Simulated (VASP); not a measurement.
Calculation: PBEsol GGA, VASP's PBE PAW potentials (set 64) (plane waves; VASP).

The input files of a VASP run:

**INCAR**
```
! general
SYSTEM   =  Cu3Sn
PREC     =  Accurate
ENCUT    =  300   ! plane-wave cut-off (eV)
LREAL    =  .False.
LASPH    =  .True.

! electronic loop
EDIFF    =  1E-6   ! SCF stop (eV)
NELM     =  100   ! most electronic steps
ALGO     =  Normal   ! blocked Davidson
LMAXMIX  =  4   ! l cut-off of mixed one-centre charges

! smearing
ISMEAR   =  -1
SIGMA    =  0.1

! functional
GGA      =  PS   ! PBEsol

! ions
ISIF     =  2   ! forces and stress, cell fixed

! output
LWAVE    =  .False.
LCHARG   =  .False.
```

POSCAR:
```
Cu3Sn
4.323690
  1.0000000000   0.0000000000   0.0000000000
  0.0000000000   1.2564545562   0.0000000000
  0.0000000000   0.0000000000   1.1019684575
Cu Sn
6 2
Direct
  0.5000000000   0.0000000000   0.3010000000
  0.0000000000   0.5000000000   0.6990000000
  0.0000000000   0.7505200000   0.1558100000
  0.0000000000   0.2494800000   0.1558100000
  0.5000000000   0.7494800000   0.8441900000
  0.5000000000   0.2505200000   0.8441900000
  0.5000000000   0.5000000000   0.3411800000
  0.0000000000   0.0000000000   0.6588200000
```

File KPOINTS:
```
Automatic mesh
0
Gamma
3 2 2
0 0 0
```

POTCAR, in this order: Cu Sn_d (PBE.64 set). Program: vasp_std.

What VASP printed:

**OSZICAR**
```
       N       E                     dE             d eps       ncg     rms          rms(c)
DAV:   1     0.819644653932E+03    0.81964E+03   -0.28550E+04   904   0.205E+03
DAV:   2     0.859107823108E+02   -0.73373E+03   -0.71309E+03   896   0.521E+02
DAV:   3    -0.365254001153E+02   -0.12244E+03   -0.11742E+03   912   0.225E+02
DAV:   4    -0.414352816904E+02   -0.49099E+01   -0.48464E+01  1080   0.589E+01
DAV:   5    -0.416108465590E+02   -0.17556E+00   -0.17549E+00  1320   0.104E+01    0.220E+01
DAV:   6    -0.393601531639E+02    0.22507E+01   -0.99409E+01  1144   0.129E+02    0.140E+01
DAV:   7    -0.345346192588E+02    0.48255E+01   -0.21074E+01   992   0.640E+01    0.260E+00
DAV:   8    -0.345865220900E+02   -0.51903E-01   -0.19337E+00  1264   0.187E+01    0.234E+00
DAV:   9    -0.345554921253E+02    0.31030E-01   -0.31935E-01  1088   0.157E+01    0.154E+00
DAV:  10    -0.345095381555E+02    0.45954E-01   -0.13139E-01  1168   0.677E+00    0.426E-01
DAV:  11    -0.345094744841E+02    0.63671E-04   -0.25333E-02  1144   0.131E+00    0.165E-01
DAV:  12    -0.345094766971E+02   -0.22131E-05   -0.20548E-03  1040   0.494E-01    0.148E-01
DAV:  13    -0.345090245612E+02    0.45214E-03   -0.22806E-03  1008   0.659E-01    0.193E-02
DAV:  14    -0.345090354851E+02   -0.10924E-04   -0.19640E-04  1248   0.156E-01    0.141E-02
DAV:  15    -0.345090378894E+02   -0.24044E-05   -0.93955E-06  1024   0.458E-02    0.109E-02
DAV:  16    -0.345090356215E+02    0.22680E-05   -0.65560E-06   936   0.376E-02    0.142E-03
DAV:  17    -0.345090355068E+02    0.11470E-06   -0.62292E-07   536   0.938E-03
   1 F= -.34509036E+02 E0= -.34447841E+02  d E =-.122388E+00
```

File OUTCAR:
```
------------------------ aborting loop because EDIFF is reached ----------------------------------------
  FORCE on cell =-STRESS in cart. coord.  units (eV):
  Direction    XX          YY          ZZ          XY          YZ          ZX
  --------------------------------------------------------------------------------------
  Total       -6.4928371     -1.3024458      1.7113965      0.0000000      0.0000000      0.0000000
  in kB      -92.9534461    -18.6462135     24.5008766      0.0000000      0.0000000      0.0000000
  external PRESSURE =     -29.0329277 kB  Pullay stress =       0.0000000 kB
  volume of cell :      111.91
      direct lattice vectors                 reciprocal lattice vectors
     4.323690000  0.000000000  0.000000000     0.231283926  0.000000000  0.000000000
     0.000000000  5.432520000  0.000000000     0.000000000  0.184076635  0.000000000
     0.000000000  0.000000000  4.764570000     0.000000000  0.000000000  0.209882529
 POSITION                                       TOTAL-FORCE (eV/Angst)
 -----------------------------------------------------------------------------------
      2.16185      0.00000      1.43414         0.000000      0.000000     -0.046453
      0.00000      2.71626      3.33043         0.000000      0.000000      0.046453
      0.00000      4.07721      0.74237        -0.000000      0.078602     -0.062846
      0.00000      1.35531      0.74237        -0.000000     -0.078602     -0.062846
      2.16185      4.07157      4.02220         0.000000     -0.078602      0.062846
      2.16185      1.36095      4.02220         0.000000      0.078602      0.062846
      2.16185      2.71626      1.62558         0.000000      0.000000      0.079929
      0.00000      0.00000      3.13899         0.000000      0.000000     -0.079929
 -----------------------------------------------------------------------------------
    total drift:                                0.000000     -0.000000      0.000000
  FREE ENERGIE OF THE ION-ELECTRON SYSTEM (eV)
  ---------------------------------------------------
  free  energy   TOTEN  =       -34.5090355068 eV

  energy  without entropy=      -34.3866473338  energy(sigma->0) =      -34.44784142
```
(Selected blocks of OUTCAR.)

At this cut-off the stress carries a Pulay error, which pulls relaxed volumes low.

The structure comes from a computed database's Cu3Sn entry (Pmmn); how it stands against other phases isn't given here. The cell was not relaxed at this level. The k-mesh is coarse (spacing up to 0.66 per Å, 2π included), so the numbers may not be converged in it. The run is one of a series of settings (KPOINTS 3×2×2 Γ-centred mesh against the base run), some of them coarse on purpose.
